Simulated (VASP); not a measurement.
# ZnS (Wurtzite-2H) with PBE: from relaxation to properties, part 4 of 5

Aim: relax ZnS (Wurtzite-2H), then compute properties on the relaxed cell. The start is a cell from a database of measured crystal structures.

VASP 6.6.1; PBE; plane waves and PAW (Zn, S).

So far, gap on the k-mesh (eV): 2.09 in steps 2, 6 and 7. The relaxed cell has a = 3.844, c = 6.301 Å (conventional setting).

The database entry behind the starting cell has ideal inner coordinates that were not refined, so it need not match the best structure at ambient conditions.

## Step 8: Zone-centre phonons (PBE)

Zone-centre modes test whether the atoms sit at a minimum within this cell. IBRION = 8 takes the force constants from linear response, which needs tightly converged orbitals.

The input, INCAR:

```
SYSTEM = ZnS
PREC = Accurate
ENCUT = 400
EDIFF = 1E-08
NELM = 100
ISMEAR = 0
SIGMA = 0.05
LREAL = .FALSE.
ALGO = Normal
GGA = PE
NBANDS = 24
LORBIT = 11
LWAVE = .FALSE.
LCHARG = .FALSE.
KPAR = 4
IBRION = 8
LEPSILON = .TRUE.
ISIF = 2
```

The input, POSCAR:

```
ZnS
1.0
    3.8444531745      0.0000000000      0.0000000000
   -1.9222265872      3.3293941127      0.0000000000
    0.0000000000      0.0000000000      6.3012208745
Zn S
2 2
Direct
    0.3333333333      0.6666666667      0.0001275312
    0.6666666667      0.3333333333      0.5001275312
    0.3333333333      0.6666666667      0.3748724688
    0.6666666667      0.3333333333      0.8748724688
```

The input, KPOINTS:

```
Automatic mesh
0
Gamma
13 13 7
0 0 0
```

PAW data sets: Zn and S (PBE family, release 64).

Command:

```
mpirun -np 4 vasp_std
```

Log:

```text
[... set-up lines as in an earlier step ...]
 entering main loop
       N       E                     dE             d eps       ncg     rms          rms(c)
DAV:   1     0.212495104882E+03    0.21250E+03   -0.14986E+04  4032   0.151E+03
DAV:   2     0.374982461708E+01   -0.20875E+03   -0.20204E+03  4456   0.322E+02
DAV:   3    -0.142023821150E+02   -0.17952E+02   -0.17871E+02  4928   0.101E+02
DAV:   4    -0.145387830903E+02   -0.33640E+00   -0.33623E+00  4808   0.144E+01
DAV:   5    -0.145454412236E+02   -0.66581E-02   -0.66578E-02  5112   0.191E+00    0.938E+00
DAV:   6    -0.136852307657E+02    0.86021E+00   -0.18403E+00  6224   0.393E+01    0.729E+00
DAV:   7    -0.136977226560E+02   -0.12492E-01   -0.15233E+00  4728   0.701E+00    0.334E+00
DAV:   8    -0.136873700219E+02    0.10353E-01   -0.67547E-02  5320   0.317E+00    0.101E+00
DAV:   9    -0.136880601777E+02   -0.69016E-03   -0.12951E-02  5736   0.195E+00    0.246E-01
DAV:  10    -0.136882165958E+02   -0.15642E-03   -0.10176E-03  4856   0.379E-01    0.122E-01
DAV:  11    -0.136884597001E+02   -0.24310E-03   -0.45942E-04  4616   0.131E-01    0.975E-02
DAV:  12    -0.136884549327E+02    0.47674E-05   -0.14953E-05  5016   0.248E-02    0.798E-03
DAV:  13    -0.136884579261E+02   -0.29934E-05   -0.38443E-06  4688   0.123E-02    0.337E-03
DAV:  14    -0.136884580718E+02   -0.14575E-06   -0.30317E-07  4944   0.394E-03    0.117E-03
DAV:  15    -0.136884581235E+02   -0.51686E-07   -0.44517E-08  4600   0.168E-03    0.942E-04
DAV:  16    -0.136884581265E+02   -0.29931E-08   -0.33424E-09  3568   0.411E-04
   1 F= -.13688458E+02 E0= -.13688458E+02  d E =-.179843E-15
 Linear response reoptimize wavefunctions to high precision
DAV:   1    -0.136884581303E+02   -0.37885E-08   -0.61621E-10  3328   0.172E-04
DAV:   2    -0.136884581303E+02    0.24102E-10   -0.81730E-11  2600   0.652E-05
 Linear response G [H, r] |phi>, progress :
  Direction:   1
       N       E                     dE             d eps       ncg     rms
RMM:   1    -0.832528874756E+02   -0.83253E+02    0.42458E+02  7656   0.898E+01
RMM:   2    -0.907451827996E+02   -0.74923E+01   -0.25603E+01  6665   0.327E+01
RMM:   3    -0.912522080771E+02   -0.50703E+00   -0.16025E+00  7191   0.812E+00
RMM:   4    -0.912679177189E+02   -0.15710E-01   -0.76766E-02  7335   0.164E+00
RMM:   5    -0.912684615440E+02   -0.54383E-03   -0.84975E-03  7408   0.423E-01
RMM:   6    -0.912685797677E+02   -0.11822E-03   -0.13155E-03  7522   0.122E-01
RMM:   7    -0.912685915412E+02   -0.11774E-04   -0.31043E-04  7635   0.396E-02
RMM:   8    -0.912685879303E+02    0.36109E-05   -0.80093E-05  7715   0.138E-02
RMM:   9    -0.912685854213E+02    0.25090E-05    0.37410E-05  7718   0.583E-03
RMM:  10    -0.912685832851E+02    0.21362E-05   -0.10270E-04  6433   0.317E-03
RMM:  11    -0.912685849210E+02   -0.16359E-05    0.13580E-05  5268   0.220E-03
RMM:  12    -0.912685835510E+02    0.13700E-05   -0.13670E-04  4790   0.185E-03
RMM:  13    -0.912685850802E+02   -0.15293E-05    0.87731E-06  4551   0.168E-03
RMM:  14    -0.912685835219E+02    0.15583E-05   -0.28551E-05  4448   0.164E-03
RMM:  15    -0.912685840402E+02   -0.51829E-06   -0.62107E-05  4334   0.161E-03
RMM:  16    -0.912685833815E+02    0.65875E-06   -0.18905E-05  4215   0.161E-03
 Linear response G [H, r] |phi>, progress :
  Direction:   2
       N       E                     dE             d eps       ncg     rms
RMM:   1    -0.972769203492E+02   -0.97277E+02    0.25541E+02  7743   0.869E+01
RMM:   2    -0.101419871826E+03   -0.41430E+01   -0.20608E+01  6613   0.315E+01
RMM:   3    -0.101911408167E+03   -0.49154E+00   -0.12332E+00  7180   0.740E+00
RMM:   4    -0.101932269916E+03   -0.20862E-01   -0.54394E-02  7246   0.152E+00
RMM:   5    -0.101933119688E+03   -0.84977E-03   -0.69072E-03  7372   0.412E-01
RMM:   6    -0.101933358266E+03   -0.23858E-03   -0.19458E-03  7496   0.122E-01
RMM:   7    -0.101933290313E+03    0.67953E-04   -0.48452E-04  7621   0.406E-02
RMM:   8    -0.101933294934E+03   -0.46213E-05   -0.36004E-04  7701   0.153E-02
RMM:   9    -0.101933271352E+03    0.23582E-04    0.48689E-05  7699   0.659E-03
RMM:  10    -0.101933272695E+03   -0.13438E-05   -0.14279E-04  6412   0.365E-03
RMM:  11    -0.101933266413E+03    0.62822E-05    0.13472E-04  5349   0.245E-03
RMM:  12    -0.101933268748E+03   -0.23347E-05   -0.11624E-04  4827   0.199E-03
RMM:  13    -0.101933266044E+03    0.27042E-05    0.10087E-04  4565   0.184E-03
RMM:  14    -0.101933266620E+03   -0.57643E-06   -0.56832E-05  4398   0.178E-03
RMM:  15    -0.101933266013E+03    0.60695E-06    0.99607E-05  4266   0.175E-03
RMM:  16    -0.101933265858E+03    0.15528E-06   -0.82424E-05  4123   0.174E-03
 Linear response G [H, r] |phi>, progress :
  Direction:   3
       N       E                     dE             d eps       ncg     rms
RMM:   1    -0.913411693168E+02   -0.91341E+02    0.31155E+02  7353   0.870E+01
RMM:   2    -0.961845223742E+02   -0.48434E+01   -0.23196E+01  6711   0.314E+01
RMM:   3    -0.966527871032E+02   -0.46826E+00   -0.12930E+00  7124   0.741E+00
RMM:   4    -0.966699465432E+02   -0.17159E-01   -0.67067E-02  7238   0.154E+00
RMM:   5    -0.966709427719E+02   -0.99623E-03   -0.11213E-02  7356   0.441E-01
RMM:   6    -0.966709279713E+02    0.14801E-04   -0.23896E-03  7456   0.145E-01
RMM:   7    -0.966709188840E+02    0.90873E-05   -0.85688E-04  7578   0.529E-02
RMM:   8    -0.966709038572E+02    0.15027E-04   -0.39111E-04  7641   0.205E-02
RMM:   9    -0.966708911956E+02    0.12662E-04   -0.21815E-04  7429   0.894E-03
RMM:  10    -0.966708966643E+02   -0.54688E-05   -0.17924E-04  6204   0.455E-03
RMM:  11    -0.966708908660E+02    0.57983E-05   -0.19461E-04  5240   0.290E-03
RMM:  12    -0.966708919882E+02   -0.11222E-05   -0.15302E-04  4727   0.226E-03
RMM:  13    -0.966708879172E+02    0.40710E-05   -0.12617E-04  4527   0.209E-03
RMM:  14    -0.966708897570E+02   -0.18398E-05   -0.14584E-04  4388   0.193E-03
RMM:  15    -0.966708861242E+02    0.36328E-05   -0.13372E-04  4278   0.197E-03
RMM:  16    -0.966708901908E+02   -0.40666E-05   -0.11645E-04  4105   0.187E-03
RMM:  17    -0.966708857875E+02    0.44032E-05   -0.16952E-04  3964   0.195E-03
 Linear response to external field (no local field effect), progress :
  Direction:   1
       N       E                     dE             d eps       ncg     rms          rms(c)
RMM:   1    -0.919876273919E+00   -0.91988E+00   -0.33614E+00  5959   0.456E+00
RMM:   2    -0.972591449738E+00   -0.52715E-01   -0.31431E-02  7138   0.106E+00
RMM:   3    -0.973659641377E+00   -0.10682E-02   -0.15523E-03  7235   0.199E-01
RMM:   4    -0.973711354155E+00   -0.51713E-04   -0.94598E-05  7264   0.393E-02
[...]
RMM:  12    -0.115414419418E+01    0.91085E-06    0.29183E-07 24331   0.343E-04    0.411E-05
RMM:  13    -0.115414382125E+01    0.37293E-06    0.10711E-07 19111   0.115E-04    0.211E-05
RMM:  14    -0.115414331366E+01    0.50759E-06    0.18866E-08 13028   0.648E-05    0.342E-06
 change of polarisation eV/A/(eV/A) component  2 :    -0.274     2.138     0.000
 dielectric tensor                  component  2 :    -0.614     5.797     0.000
 Linear response to external field, progress :
  Direction:   3
       N       E                     dE             d eps       ncg     rms          rms(c)
RMM:   1    -0.113051818929E+01   -0.11305E+01   -0.43996E+00  5755   0.459E+00
RMM:   2    -0.118260091089E+01   -0.52083E-01   -0.30477E-02  7091   0.103E+00    0.209E+00
RMM:   3    -0.111835949684E+01    0.64241E-01   -0.89682E-02  6844   0.126E+00    0.109E+00
RMM:   4    -0.114934627146E+01   -0.30987E-01   -0.74711E-02  7030   0.115E+00    0.288E-01
RMM:   5    -0.117443212310E+01   -0.25086E-01   -0.51361E-03  7004   0.356E-01    0.617E-02
RMM:   6    -0.117652436729E+01   -0.20922E-02   -0.14808E-03  7066   0.159E-01    0.436E-02
RMM:   7    -0.117876237139E+01   -0.22380E-02   -0.12245E-04  7129   0.542E-02    0.649E-03
RMM:   8    -0.117918463784E+01   -0.42227E-03   -0.45065E-06  7307   0.152E-02    0.378E-03
RMM:   9    -0.117915756363E+01    0.27074E-04   -0.40612E-06  7275   0.476E-03    0.122E-03
RMM:  10    -0.117917797272E+01   -0.20409E-04   -0.15798E-06  7208   0.233E-03    0.449E-04
RMM:  11    -0.117918428310E+01   -0.63104E-05    0.60009E-08  7374   0.704E-04    0.125E-04
RMM:  12    -0.117918403856E+01    0.24454E-06   -0.90402E-08  6172   0.339E-04    0.354E-05
RMM:  13    -0.117918278956E+01    0.12490E-05   -0.71290E-08  4426   0.975E-05    0.235E-05
RMM:  14    -0.117918220570E+01    0.58386E-06   -0.74098E-09  3420   0.601E-05    0.473E-06
 change of polarisation eV/A/(eV/A) component  3 :    -0.225    -0.222     2.188
 dielectric tensor                  component  3 :    -0.506    -0.497     5.908
 Linear response DOF=           4
 Linear response progress:
  Degree of freedom:   1/  4
       N       E                     dE             d eps       ncg     rms          rms(c)
RMM:   1    -0.212012370897E+00   -0.21201E+00   -0.13731E-02 42484   0.181E+00
RMM:   2    -0.209730742002E+00    0.22816E-02   -0.36210E-03 44579   0.395E-01    0.117E-01
RMM:   3    -0.209447158962E+00    0.28358E-03   -0.95566E-05 51208   0.636E-02    0.686E-02
RMM:   4    -0.209033286236E+00    0.41387E-03   -0.15180E-05 50850   0.248E-02    0.373E-03
RMM:   5    -0.209009638934E+00    0.23647E-04   -0.98856E-07 52148   0.416E-03    0.162E-03
RMM:   6    -0.209000727260E+00    0.89117E-05   -0.40318E-07 51461   0.250E-03    0.399E-04
RMM:   7    -0.209001043820E+00   -0.31656E-06   -0.13378E-07 52901   0.534E-04    0.188E-04
RMM:   8    -0.209000306951E+00    0.73687E-06   -0.50533E-08 51589   0.407E-04    0.319E-05
RMM:   9    -0.209000228276E+00    0.78675E-07    0.23027E-09 53102   0.793E-05    0.176E-05
RMM:  10    -0.209000267564E+00   -0.39288E-07   -0.22141E-08 51000   0.486E-05    0.439E-06
RMM:  11    -0.209000281954E+00   -0.14390E-07   -0.11694E-08 58532   0.155E-05    0.222E-06
RMM:  12    -0.209000298291E+00   -0.16337E-07   -0.35632E-10 59353   0.991E-06    0.656E-07
RMM:  13    -0.209000299600E+00   -0.13092E-08   -0.21666E-09 60426   0.669E-06    0.306E-07
 first order change of Fermi-energy  -0.14410E-04
 force on displaced ion       1 direction 1 :  -5.346  -0.000   0.000
 Born effective charge ion    1 direction 1 :   1.969  -0.000  -0.000
 Linear response progress:
  Degree of freedom:   2/  4
       N       E                     dE             d eps       ncg     rms          rms(c)
RMM:   1    -0.217906875207E+00   -0.21791E+00   -0.10698E-02  9050   0.183E+00
RMM:   2    -0.215307839448E+00    0.25990E-02   -0.36632E-03  9613   0.410E-01    0.139E-01
RMM:   3    -0.214902874545E+00    0.40496E-03   -0.18080E-04 10786   0.784E-02    0.734E-02
RMM:   4    -0.214478760218E+00    0.42411E-03   -0.79177E-05 10831   0.401E-02    0.200E-02
RMM:   5    -0.214349334692E+00    0.12943E-03   -0.15009E-05 10993   0.193E-02    0.728E-03
RMM:   6    -0.214350522704E+00   -0.11880E-05   -0.45379E-07 10493   0.532E-03    0.458E-03
RMM:   7    -0.214356981718E+00   -0.64590E-05   -0.12489E-06 10476   0.311E-03    0.393E-04
RMM:   8    -0.214357759211E+00   -0.77749E-06    0.78114E-08 10631   0.808E-04    0.172E-04
RMM:   9    -0.214358062459E+00   -0.30325E-06   -0.81077E-09 11104   0.293E-04    0.514E-05
RMM:  10    -0.214358123899E+00   -0.61439E-07   -0.28744E-08 11169   0.132E-04    0.345E-05
RMM:  11    -0.214358176159E+00   -0.52260E-07   -0.11036E-09 11258   0.451E-05    0.985E-06
RMM:  12    -0.214358244741E+00   -0.68582E-07   -0.35100E-09 10863   0.258E-05    0.281E-06
RMM:  13    -0.214358251121E+00   -0.63799E-08    0.24395E-09 10519   0.119E-05    0.106E-06
 first order change of Fermi-energy  -0.15349E-01
 force on displaced ion       1 direction 3 :   0.000   0.000  -7.051
 Born effective charge ion    1 direction 3 :   0.000   0.000   2.070
 Linear response progress:
  Degree of freedom:   3/  4
       N       E                     dE             d eps       ncg     rms          rms(c)
RMM:   1    -0.108260375634E+00   -0.10826E+00    0.45790E-02 71840   0.192E+00
RMM:   2    -0.105217713421E+00    0.30427E-02   -0.60714E-03 43984   0.606E-01    0.160E-01
RMM:   3    -0.105669342588E+00   -0.45163E-03   -0.42551E-04 49594   0.139E-01    0.754E-02
RMM:   4    -0.106072898347E+00   -0.40356E-03   -0.73373E-05 49022   0.475E-02    0.200E-02
RMM:   5    -0.106161198618E+00   -0.88300E-04   -0.63943E-06 51010   0.144E-02    0.987E-03
RMM:   6    -0.106139826354E+00    0.21372E-04   -0.89704E-07 50967   0.458E-03    0.389E-03
RMM:   7    -0.106151207805E+00   -0.11381E-04   -0.27353E-07 48626   0.184E-03    0.572E-04
RMM:   8    -0.106149051213E+00    0.21566E-05   -0.94194E-09 51612   0.586E-04    0.124E-04
RMM:   9    -0.106147889445E+00    0.11618E-05    0.13763E-08 49524   0.238E-04    0.670E-05
RMM:  10    -0.106148241116E+00   -0.35167E-06   -0.44567E-09 51809   0.813E-05    0.168E-05
RMM:  11    -0.106148516979E+00   -0.27586E-06    0.55593E-09 49129   0.426E-05    0.823E-06
RMM:  12    -0.106148465196E+00    0.51783E-07    0.15532E-08 52087   0.185E-05    0.182E-06
RMM:  13    -0.106148466960E+00   -0.17637E-08    0.13342E-09 44208   0.912E-06    0.148E-06
 first order change of Fermi-energy  -0.53805E-05
 force on displaced ion       3 direction 1 :  -6.155   0.000   0.000
 Born effective charge ion    3 direction 1 :  -1.969  -0.000  -0.000
 Linear response progress:
  Degree of freedom:   4/  4
       N       E                     dE             d eps       ncg     rms          rms(c)
RMM:   1    -0.127041251932E+00   -0.12704E+00    0.54584E-02 15716   0.194E+00
RMM:   2    -0.123039875864E+00    0.40014E-02   -0.69484E-03  9190   0.684E-01    0.178E-01
RMM:   3    -0.123280469481E+00   -0.24059E-03   -0.72659E-04 10603   0.168E-01    0.848E-02
RMM:   4    -0.123526746009E+00   -0.24628E-03   -0.85426E-05  9677   0.575E-02    0.294E-02
RMM:   5    -0.123576880870E+00   -0.50135E-04   -0.12708E-05 10675   0.210E-02    0.904E-03
RMM:   6    -0.123566367809E+00    0.10513E-04   -0.31369E-07 10885   0.475E-03    0.489E-03
RMM:   7    -0.123570361480E+00   -0.39937E-05    0.63847E-08 10907   0.159E-03    0.127E-03
RMM:   8    -0.123571486498E+00   -0.11250E-05    0.63364E-08  9810   0.999E-04    0.210E-04
RMM:   9    -0.123571723632E+00   -0.23713E-06    0.79483E-09 10879   0.293E-04    0.937E-05
RMM:  10    -0.123571822897E+00   -0.99266E-07    0.34566E-08 11157   0.879E-05    0.397E-05
RMM:  11    -0.123571803029E+00    0.19868E-07    0.31458E-08 10802   0.359E-05    0.141E-05
RMM:  12    -0.123571793342E+00    0.96872E-08    0.13090E-08 10297   0.269E-05    0.447E-06
 first order change of Fermi-energy   0.15271E-01
 force on displaced ion       3 direction 3 :  -0.000  -0.000  -8.690
 Born effective charge ion    3 direction 3 :   0.000   0.000  -2.070
 Born effective charges drift removed
 Linear response finished
```

It took 21 min on 4 MPI ranks of Intel Xeon Platinum 8259CL at 2.50GHz (Skylake/Cascade Lake), shared host; peak memory 6.1 GiB.

(Continued in part 5 of 5.)

[Lines on the potential files, build, host, timing and source positions are cut from VASP's logs without a mark.]

[Logs are printed without paths, hosts, clocks, repeated set-up lines and the standing remarks that a program may print on its own settings, such as how far it seeks lower states.]

[Hosts, paths, dates, database ids (printed as entryN), source tags and the programs' standing remarks are cut or masked in the printed files.]

[A measured line is paired with the nearest computed mode of its activity, which favours agreement.]
